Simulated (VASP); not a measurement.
```xyz
2
Lattice="0.0000 3.0333 3.0333 3.0333 0.0000 3.0333 3.0333 3.0333 0.0000" Properties=species:S:1:pos:R:3 pbc="T T T"
Pb     0.0000     0.0000     0.0000
Se     3.0333     3.0333     3.0333
```

Level of theory: TPSS meta-GGA, VASP's PBE PAW potentials (set 64) (plane waves; VASP). Numerical set-up: 520 eV cut-off, 7×7×7 Γ-centred mesh, Gaussian smearing of 0.050 eV, potentials Pb_d Se.

**Question.** Give the stress tensor in GPa (positive for a compressed cell).

**Answer.** 
```
3.51  0.00  0.00
0.00  3.51  0.00
0.00  0.00  3.51
```
The pressure is its mean diagonal, 3.51 GPa.

The compound is PbSe in the rock salt structure. This cell is one point of a volume scan, at 0.94 of the reference volume.
